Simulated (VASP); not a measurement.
Input of a VASP 6.6.1 run:

File INCAR:

```
PREC = Accurate ; ENCUT = 520
EDIFF = 1E-7 ; ISMEAR = 0
SIGMA = 0.01 ; LREAL = F
LASPH = T ; NELM = 100
ALGO = Fast ; ISIF = 2
LWAVE = F ; LCHARG = F
GGA = PE ; NBANDS = 33
```

KPOINTS

```
Automatic mesh
0
Gamma
  12 12 6
```

File POSCAR:

```
GaReSi
1.0
    3.2103103542      0.0000000000      0.0000000000
    0.0000000000      3.2103103542      0.0000000000
    0.0000000000      0.0000000000      8.1154343491
Ga Si Re
2 2 2
Direct
    0.5000000000      0.0000000000      0.9136582377
    0.0000000000      0.5000000000      0.0863417623
    0.0000000000      0.5000000000      0.4155231367
    0.5000000000      0.0000000000      0.5844768633
    0.0000000000      0.5000000000      0.7287746583
    0.5000000000      0.0000000000      0.2712253417
```

Potentials or basis: VASP PAW PBE potentials, release 64 (Ga_d, Si, Re).

The run is started by

```console
$ cat potpaw_PBE.64/Ga_d/POTCAR potpaw_PBE.64/Si/POTCAR potpaw_PBE.64/Re/POTCAR > POTCAR
$ mpirun -np 1 vasp_std > vasp.out
```

Problem. Estimate the pressure.

Solution. 0.3 GPa.

Problem. Estimate the band gap on the k mesh.

Solution. 0.20 eV, indirect (least direct gap 0.87 eV).

Forces on the atoms (eV/Å):
```
Ga   0.000  0.000  0.003
Ga   0.000  0.000 -0.003
Si   0.000  0.000  0.013
Si   0.000  0.000 -0.013
Re   0.000  0.000 -0.008
Re   0.000  0.000  0.008
```

Caveat: spin-orbit coupling is left out, which moves the levels of the heavy elements. A hybrid or GW would open this gap; PBE tends to underestimate it.
